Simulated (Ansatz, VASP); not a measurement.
**ZnS in two plane-wave programs**

One calculation is typed for both programs; each brings its own data sets. How far apart do they land? The cell is taken from a series of runs on this material, whose earlier steps may have relaxed, scaled, displaced or heated it; both programs get it as it stands.

Program: Ansatz 0.2.0. Level of theory: plane waves, with VASP 6.6.1 beside it; relaxation of cell and atoms at PBE and zone-centre phonons at PBE. Results are calculated unless marked as measured.

### Step 1. Set-up

The structure is cubic, space group F-43m (No. 216). The conventional cell has a = 5.443 Å, b = 5.443 Å, c = 5.443 Å, α = 90.00°, β = 90.00°, γ = 90.00°. Zn has 4 S at 2.36 Å nearest. S has 4 Zn at 2.36 Å nearest. Farther neighbours and most contacts between anions are not listed.

Coordinates:

```xyz
2
Lattice="-2.7215 0.0000 2.7215 0.0000 2.7215 2.7215 -2.7215 2.7215 0.0000" Properties=species:S:1:pos:R:3 pbc="T T T"
Zn   -1.3608    1.3608    1.3608
S     0.0000    0.0000    0.0000
```

### Step 2. VASP: relaxation of cell and atoms, PBE

The relaxed volume is the usual yardstick between codes: in a stiff, nearly cubic crystal its relative difference is about their pressure difference at one cell divided by the bulk modulus.

Lines of VASP's logs that name or quote its potential files are left out, and so is its time.

File INCAR:

```
SYSTEM = ZnS
PREC = Accurate
ENCUT = 500
EDIFF = 1E-07
NELM = 120
ISMEAR = 0
SIGMA = 0.01
LREAL = .FALSE.
ALGO = Normal
GGA = PE
NBANDS = 15
LORBIT = 11
LWAVE = .FALSE.
LCHARG = .FALSE.
ISIF = 3
IBRION = 2
NSW = 80
EDIFFG = -0.005
LASPH = .TRUE.
GGA_COMPAT = .FALSE.
NELMIN = 4
EFERMI = MIDGAP
KPAR = 2
```

File POSCAR:

```
ZnS
1.0
   -2.7214990000      0.0000000000      2.7214990000
    0.0000000000      2.7214990000      2.7214990000
   -2.7214990000      2.7214990000      0.0000000000
Zn S
1 1
Direct
    0.2500000919      0.2500000919      0.2500000919
    0.0000000000      0.0000000000      0.0000000000
```

File KPOINTS:

```
Automatic mesh
0
Gamma
8 8 8
0 0 0
```

Potentials, in the order of the species: Zn and S (PBE family, release 64).

Command:

```
$ mpirun -np 2 vasp_std
```

Numbers of over 12 decimals in the logs are rounded to 6 here.

The program printed:

```text
[banner, memory and clock lines left out]
running    2 mpi-ranks, on    1 nodes
 distrk:  each k-point on    1 cores,    2 groups
 distr:  one band on    1 cores,    1 groups

 POSCAR found type information on POSCAR ZnS
 POSCAR found :  2 types and       2 ions
 LDA part: xc-table for (Slater+PW92), standard interpolation
 POSCAR, INCAR and KPOINTS ok, starting setup
 FFT: planning ... GRIDC
 FFT: planning ... GRID_SOFT
 FFT: planning ... GRID
 WAVECAR not read
 entering main loop
       N       E                     dE             d eps       ncg     rms          rms(c)
DAV:   1     0.798531965530E+02    0.79853E+02   -0.84369E+03   870   0.138E+03
DAV:   2    -0.204339803873E+01   -0.81897E+02   -0.77739E+02   933   0.260E+02
DAV:   3    -0.722324716366E+01   -0.51798E+01   -0.51482E+01  1101   0.622E+01
DAV:   4    -0.727860218644E+01   -0.55355E-01   -0.55334E-01  1024   0.664E+00
DAV:   5    -0.727924176054E+01   -0.63957E-03   -0.63954E-03  1185   0.695E-01    0.659E+00
DAV:   6    -0.687099413665E+01    0.40825E+00   -0.78884E-01  1308   0.315E+01    0.515E+00
DAV:   7    -0.685228409211E+01    0.18710E-01   -0.26003E-01   982   0.471E+00    0.266E+00
DAV:   8    -0.685165373525E+01    0.63036E-03   -0.51928E-03  1050   0.776E-01    0.715E-01
DAV:   9    -0.685193790870E+01   -0.28417E-03   -0.11857E-03   996   0.287E-01    0.991E-02
DAV:  10    -0.685210564819E+01   -0.16774E-03   -0.18918E-04  1025   0.144E-01    0.516E-02
DAV:  11    -0.685210372423E+01    0.19240E-05   -0.33035E-05  1073   0.927E-02    0.588E-03
DAV:  12    -0.685210465367E+01   -0.92944E-06   -0.36839E-06  1131   0.225E-02    0.388E-03
DAV:  13    -0.685210467779E+01   -0.24123E-07   -0.68614E-07   954   0.101E-02
   1 F= -.68521047E+01 E0= -.68521047E+01  d E =-.685210E+01
 curvature:   0.00 expect dE= 0.000E+00 dE for cont linesearch  0.000E+00
 trial: gam= 0.00000 g(F)=  0.626E-43 g(S)=  0.120E-03 ort = 0.000E+00 (trialstep = 0.100E+01)
 search vector abs. value=  0.120E-03
 bond charge predicted
       N       E                     dE             d eps       ncg     rms          rms(c)
DAV:   1    -0.685379187634E+01   -0.16872E-02   -0.19022E-02  1066   0.294E+00    0.294E-01
DAV:   2    -0.685236246945E+01    0.14294E-02   -0.43206E-03  1087   0.186E+00    0.112E-01
DAV:   3    -0.685219405569E+01    0.16841E-03   -0.17374E-04   989   0.117E-01    0.506E-02
DAV:   4    -0.685215331849E+01    0.40737E-04   -0.18958E-05  1101   0.710E-02    0.266E-02
DAV:   5    -0.685214489050E+01    0.84280E-05   -0.64016E-06  1303   0.440E-02    0.494E-03
DAV:   6    -0.685214479175E+01    0.98758E-07   -0.17341E-06   975   0.128E-02    0.266E-03
DAV:   7    -0.685214496240E+01   -0.17066E-06   -0.51815E-08   484   0.459E-03    0.625E-04
DAV:   8    -0.685214495123E+01    0.11175E-07   -0.27201E-08   519   0.253E-03
   2 F= -.68521450E+01 E0= -.68521450E+01  d E =-.402734E-04
 trial-energy change:   -0.000040  1 .order   -0.000045   -0.000120    0.000030
 step:   0.7669(harm=  0.8024)  dis= 0.00000  next Energy=    -6.852148 (dE=-0.438E-04)
 bond charge predicted
       N       E                     dE             d eps       ncg     rms          rms(c)
DAV:   1    -0.685223786344E+01   -0.92901E-04   -0.10318E-03  1059   0.682E-01    0.688E-02
DAV:   2    -0.685215958981E+01    0.78274E-04   -0.23766E-04  1094   0.445E-01    0.261E-02
DAV:   3    -0.685215104283E+01    0.85470E-05   -0.94184E-06  1003   0.286E-02    0.118E-02
DAV:   4    -0.685214936125E+01    0.16816E-05   -0.11030E-06  1108   0.172E-02    0.628E-03
DAV:   5    -0.685214931863E+01    0.42611E-07   -0.32550E-07   988   0.102E-02
   3 F= -.68521493E+01 E0= -.68521493E+01  d E =-.446408E-04
 curvature:  -0.39 expect dE=-0.331E-06 dE for cont linesearch -0.331E-06
 trial: gam=-0.07724 g(F)=  0.224E-41 g(S)=  0.854E-06 ort = 0.101E-04 (trialstep = 0.953E+00)
 search vector abs. value=  0.617E-08
 reached required accuracy - stopping structural energy minimisation
```

Parts of OUTCAR (step 2):

```text
ion  position               nearest neighbor table
   1  0.250  0.250  0.250-   2 2.36   2 2.36   2 2.36   2 2.36
   2  0.000  0.000  0.000-   1 2.36   1 2.36   1 2.36   1 2.36

  LATTYP: Found a face centered cubic cell.
 ALAT       =     5.4429980000

 Subroutine GETGRP returns: Found 24 space group operations
 (whereof 24 operations were pure point group operations)

The static configuration has the point symmetry T_d .

 Found     29 irreducible k-points:

   k-points           NKPTS =     29   k-points in BZ     NKDIM =     29   number of bands    NBANDS=     15

   dimension x,y,z NGX =    28 NGY =   28 NGZ =   28
   dimension x,y,z NGXF=    56 NGYF=   56 NGZF=   56

   ENCUT  =  500.0 eV  36.75 Ry    6.06 a.u.   7.02  7.02  7.02*2*pi/ulx,y,z

   NELECT =      18.0000    total number of electrons

 k-points in reciprocal lattice and weights: Automatic mesh
   0.00000000  0.00000000  0.00000000       0.002
   0.12500000  0.00000000  0.00000000       0.016
   0.25000000  0.00000000  0.00000000       0.016
   0.37500000  0.00000000  0.00000000       0.016
   0.50000000  0.00000000  0.00000000       0.008
   0.12500000  0.12500000  0.00000000       0.012
   0.25000000  0.12500000  0.00000000       0.047
   0.37500000  0.12500000  0.00000000       0.047
   0.50000000  0.12500000  0.00000000       0.047
[...]
-0.37500000  0.50000000  0.12500000       0.023
  -0.25000000  0.50000000  0.25000000       0.012

 average (electrostatic) potential at core
       1 -36.4206       2 -88.7441

 E-fermi :   2.8931

 k-point     1 :       0.0000    0.0000    0.0000
  band No.  band energies     occupation
    ...
      5      -3.8889      2.00000
      6      -3.8889      2.00000
      7       1.8879      2.00000
      8       1.8879      2.00000
      9       1.8879      2.00000
     10       3.8984      0.00000
     11       8.2992      0.00000
     12       8.2992      0.00000
     13       8.2992      0.00000
     14      13.6223      0.00000
    ...

 k-point     2 :       0.1250    0.0000    0.0000
  band No.  band energies     occupation
    ...
      5      -3.8904      2.00000
      6      -3.8904      2.00000
      7       0.7877      2.00000
      8       1.7467      2.00000
      9       1.7467      2.00000
     10       4.7223      0.00000
     11       8.1909      0.00000
     12       8.5451      0.00000
     13       8.5451      0.00000
     14      13.0404      0.00000
    ...

 k-point     3 :       0.2500    0.0000    0.0000
  band No.  band energies     occupation
    ...
      5      -3.8873      2.00000
      6      -3.8873      2.00000
      7      -0.8901      2.00000
      8       1.4385      2.00000
      9       1.4385      2.00000
     10       5.2912      0.00000
     11       8.7739      0.00000
     12       8.9081      0.00000
     13       8.9081      0.00000
     14      12.8411      0.00000
    ...

  Total        0.0034347      0.0034347      0.0034347      0.0000000      0.0000000      0.0000000
  in kB        0.1361971      0.1361971      0.1361971      0.0000000      0.0000000      0.0000000
  external PRESSURE =       0.1361971 kB  Pullay stress =       0.0000000 kB

  energy-cutoff  :      500.00
  volume of cell :       40.41
      direct lattice vectors                 reciprocal lattice vectors
    -2.723549049 -0.000000000  2.723549049    -0.183583990 -0.183583990  0.183583990
     0.000000000  2.723549049  2.723549049     0.183583990  0.183583990  0.183583990
    -2.723549049  2.723549049  0.000000000    -0.183583990  0.183583990 -0.183583990

 POSITION                                       TOTAL-FORCE (eV/Angst)
 -----------------------------------------------------------------------------------
     -1.36178      1.36178      1.36178        -0.000000      0.000000      0.000000
      0.00000      0.00000      0.00000         0.000000     -0.000000     -0.000000
 -----------------------------------------------------------------------------------
    total drift:                                0.000098     -0.000098     -0.000098

  FREE ENERGIE OF THE ION-ELECTRON SYSTEM (eV)
  ---------------------------------------------------
  free  energy   TOTEN  =        -6.8521493186 eV

  energy  without entropy=       -6.8521493186  energy(sigma->0) =       -6.85214932

 reached required accuracy - stopping structural energy minimisation

 total charge
# of ion       s       p       d       tot
------------------------------------------
    1        0.513   0.456   9.797  10.767
    2        1.316   2.425   0.000   3.741
--------------------------------------------------
tot          1.829   2.882   9.797  14.508

[... 3 further parts left out ...]
```

### Step 3. Ansatz: relaxation of cell and atoms, PBE

Ansatz runs on its default PAW (the set named soft_2) files.

The same cell, functional and mesh now go to Ansatz, which takes its cutoff from its data sets.

File input.yaml:

```yaml
crystal:
  lattice:
    - [-2.7214990759, 0.0, 2.7214990759]
    - [0.0, 2.7214990759, 2.7214990759]
    - [-2.7214990759, 2.7214990759, 0.0]
  atoms:
    - { symbol: Zn, position: [0.25, 0.25, 0.25] }
    - { symbol: S, position: [0.0, 0.0, 0.0] }
kpoints:
  mp_grid: { grid: [8, 8, 8] }
hamiltonian:
  xc: pbe
scf:
  occupations: { method: fixed }
output:
  forces: true
  stress: true
  eigenvalues: true
relax:
  adjacent_minimum: "off"
  f_tol: 0.001
  max_steps: 60
  cell: { stress_tol: 0.01 }
```

Command:

```
$ ansatz run input.yaml --threads 2 --pin off --max-ram 5120MiB --backend cpu --events-out ev --progress --plain --runs-dir out
```

The program printed:

```text
Engine: ansatz 0.2.0, x86_64-unknown-linux-gnu
Pseudopotentials: kind: paw
Pseudopotential: Zn, paw, valence charge 12, recommended cutoff 420 eV (normal), Zn.paw.azcp
Pseudopotential: S, paw, valence charge 6, recommended cutoff 420 eV (normal), S.paw.azcp
Functional definition: PBE
  parameter kappa = 0.804
  parameter beta = 0.066725
  exchange = pbe_x(kappa = kappa, mu = beta*pi^2/3)
  correlation = pbe_c(beta = beta)
Crystal: 2 atoms, lattice volume = 40.314 Å³
Basis set: ecut = 420 eV, 749 PW (Γ), exchange–correlation on 54×54×54 points (8 copies of the dense FFT grid, shifted against one another)
Bands: 13, of which v1, the nominal top of the filled ones, is band 9 counted from 1 (8 counted from 0)
Symmetry: 24 space group operations
Space group: F-43m (ITA 216), of the structure as read, at distance tolerance 3.4e-5 Å
k-points: 29 of 512 (time reversal used)
Non-local potential: Zn, projectors of the file, l = 0: 2, l = 1: 2, l = 2: 3, l = 3: 1
Non-local potential: S, projectors of the file, l = 0: 2, l = 1: 2, l = 2: 2
PAW form: soft (Blöchl's): semilocal exchange-correlation on the pseudo side does not see the compensation charge
PAW one-centre angular grid: Zn, 590 points (default); XC on 64 Gauss nodes
PAW one-centre angular grid: S, 110 points (default); XC on 64 Gauss nodes
Initial density: superposition of atomic densities (neutral atoms: chi_scale 0, normalization atom), corrected by the library's trained network
Initial wavefunctions: pseudopotential atomic-orbital guess
Functional: x = pbe(κ = 0.804, μ = 0.219515), c = pbe(β = 0.066725)
SCF iter   1: F=—  HF=-4222.733979 eV  |F-HF|=—  |Δ(HF+E_count)|=         —  Δρ=5.99e-4  dr2=1.97e-4  ethr=1.77e-3  ⟨swp⟩=4.8  Hψ=1980  notcnv=0  defer=52
preconditioner: auto → none  [insulator: Δε(μ)=2.009 eV  Ē_g=12.101 eV  n_scr=14 (ndim 8)  ℏωp=24.8 eV  f_vac=0.029  ε∞_Penn≈5.2]
SCF iter   2: F=—  HF=-4222.734155 eV  |F-HF|=—  |Δ(HF+E_count)|=   1.76e-4  Δρ=4.70e-4  dr2=4.11e-5  ethr=1.10e-6  ⟨swp⟩=2.2  Hψ=954  notcnv=0  defer=54
SCF iter   3: F=—  HF=-4222.734166 eV  |F-HF|=—  |Δ(HF+E_count)|=   1.13e-5  Δρ=1.52e-4  dr2=6.11e-6  ethr=2.28e-7  ⟨swp⟩=2.0  Hψ=613  notcnv=0  defer=50
SCF iter   4: F=—  HF=-4222.734173 eV  |F-HF|=—  |Δ(HF+E_count)|=   6.96e-6  Δρ=6.94e-5  dr2=8.75e-7  ethr=3.39e-8  ⟨swp⟩=2.0  Hψ=609  notcnv=0  defer=51
SCF iter   5: F=—  HF=-4222.734177 eV  |F-HF|=—  |Δ(HF+E_count)|=   3.53e-6  Δρ=2.81e-5  dr2=2.33e-7  ethr=4.86e-9  ⟨swp⟩=2.0  Hψ=638  notcnv=0  defer=52
SCF iter   6: F=-4222.734177 eV  HF=-4222.734177 eV  |F-HF|=7.90e-9  |Δ(HF+E_count)|=   3.69e-7  Δρ=3.37e-6  dr2=2.17e-9  ethr=5.56e-10  ⟨swp⟩=7.0  Hψ=2054  notcnv=0
SCF 1 converged in 6 iterations: F = -4222.734177 eV  dr2 = 2.17e-9
  greatest PAW one-centre occupation: 0.983 electrons in one spin orbital (limit 2), on the Zn atom at site 0 (counted from 0), in its partial waves of l = 2
relax step   1: F+E_penalty+E_count = -4222.73417737 eV  Δ(F+E_penalty+E_count) = +0.000e0 eV  max|allowed force component| = 3.701e-17 eV/Å  Δτ_max = 0.0000 Å  P = +0.023 GPa  Ω = 40.314 Å³  (6 SCF iters, dr2 threshold 1.00e-7 eV, accepted)
[...]
relax step   2: F+E_penalty+E_count = -4222.73417512 eV  Δ(F+E_penalty+E_count) = +2.245e-6 eV  max|allowed force component| = 5.551e-17 eV/Å  Δτ_max = 0.0000 Å  P = +0.010 GPa  Ω = 40.322 Å³  energy of the carried Pulay correction = -3.056e-6 eV  (4 SCF iters, dr2 threshold 1.36e-9 eV, accepted)
[...]
relax step   3: F+E_penalty+E_count = -4222.73417301 eV  Δ(F+E_penalty+E_count) = +2.113e-6 eV  max|allowed force component| = 1.041e-17 eV/Å  Δτ_max = 0.0000 Å  P = -0.000 GPa  Ω = 40.327 Å³  energy of the carried Pulay correction = -5.352e-6 eV  (4 SCF iters, dr2 threshold 2.50e-10 eV, accepted)
[...]
relax step   4: F+E_penalty+E_count = -4222.73417301 eV  Δ(F+E_penalty+E_count) = -5.093e-11 eV  max|allowed force component| = 2.776e-17 eV/Å  Δτ_max = 0.0000 Å  P = +0.000 GPa  Ω = 40.327 Å³  stress off target by 1.46e-4 GPa  SCF on the basis re-selected at this cell (its energy is not comparable with the rows above)  (5 SCF iters)
basis re-selected at this cell: Δ(F+E_penalty+E_count) = -5.093e-11 eV, ΔP = +0.000 GPa vs the last step (what re-selecting the basis moved, of the pressure what is left beyond the Pulay correction that the steps carried, after the strain that the cell walked since its last selection, with what the two solves' SCF thresholds leave and, on support functions, any second-order correction that the steps lacked; it is no  [...]
SCF converged after 5 iterations
Free energy (F): -4222.734173 eV
Harris-Foulkes:  -4222.734173 eV  (|F-HF|=9.09e-13)
Internal energy: -4222.734173 eV  (E = F + TS)
E sigma→0 (E₀):  -4222.734173 eV
Fermi energy:    5.505490 eV
--- Per-component energies (eV) ---
  E_band       = 1.340942
  E_kinetic    = 237.797414
  E_local      = -2055.190656  (includes V_loc(G=0)·N_el)
  E_nonlocal   = 642.908957
  E_hartree    = 858.875078
  E_xc         = -234.110194
  E_vxc        = -139.163451  (∫ρ·V_xc dr)
  E_paw        = -2428.755012  (= ΣΔE_a)
  E_vpaw       = -402.761136  (= ΣTr[D̂ρ^β])
  E_aug_tail   = -0.000347  (compensation charges beyond the density's cutoff)
  E_ewald      = -1244.259412
  E_smearing   = -0.000000  (= −TS)
  E_closure    = -0.000000  (closes the sum)
  Σ components = -4222.734173   (vs F -4222.734173, Δ=0.00e0)
--- Forces (eV/Å), atoms counted from 1 ---
  atom   1  Zn    -0.00000000     0.00000000    -0.00000000
  atom   2  S      0.00000000    -0.00000000    -0.00000000
  max |Σ_I F_I| component: 1.85e-17 eV/Å
--- Stress (GPa, compression-positive) ---
        0.000146       0.000000       0.000000
        0.000000       0.000146       0.000000
        0.000000       0.000000       0.000146
  P = ⅓ Tr σ = 0.0001 GPa (0.001 kbar)
--- Band table (eV; the first three rows and the last of 29) ---
  k-point 0: bands = [... 5 lower, -0.2717, 5.5055, 5.5055, 5.5055, 7.5203, 11.8901, 11.8901, 11.8901]
  k-point 1: bands = [... 5 lower, -0.2733, 4.4051, 5.3638, 5.3638, 8.3434, 11.7841, 12.1351, 12.1351]
  k-point 2: bands = [... 5 lower, -0.2702, 2.7247, 5.0543, 5.0543, 8.9101, 12.3721, 12.4968, 12.4968]
  k-point 28: bands = [... 5 lower, 0.1066, 1.0213, 2.8621, 2.8764, 11.2009, 11.4308, 13.3102, 13.7090]
--- Relaxed structure (3 steps of the walk, 3 accepted, 1 SCFs on fresh bases) ---
  F+E_penalty+E_count = -4222.73417301 eV   max|allowed force component| = 2.776e-17 eV/Å   (the final SCF, on the basis selected at the relaxed cell)
  cell:  # Å, volume = 40.3275 Å³
    - [-2.721804, 0, 2.721804]
    - [0, 2.721804, 2.721804]
    - [-2.721804, 2.721804, 0]
  atoms:
    - { symbol: Zn, position: [0.25, 0.25, 0.25] }
    - { symbol: S, position: [0, 0, 0] }
```

The column dr2 measures how far the density is from self-consistency, as an energy; F and HF (Harris–Foulkes) agree once it is small.

### Step 4. Differences

Known differences besides the potentials themselves: fixed occupations in Ansatz, narrow Gaussian smearing in VASP; the cutoff is 420 eV in Ansatz and 500 eV in VASP; Ansatz adds a Pulay correction to the stress that steers its cell, VASP none. Total energies have different zeros and are not compared.

Both answers:

```
                                         quantity  Ansatz   VASP  difference
                                      volume (Å³)   40.33  40.41     -0.19 %
edge a after relaxation, in the typed setting (Å)   3.849  3.852     -0.06 %
```

[end of part 1 of 2]

[Lines on the potential files, build, host, timing and source positions are cut from VASP's logs without a mark.]

[Logs are printed without paths, hosts, clocks, repeated set-up lines and the standing remarks that a program may print on its own settings, such as how far it seeks lower states.]

[Hosts, paths, dates, database ids (printed as entryN), source tags and the programs' standing remarks are cut or masked in the printed files.]
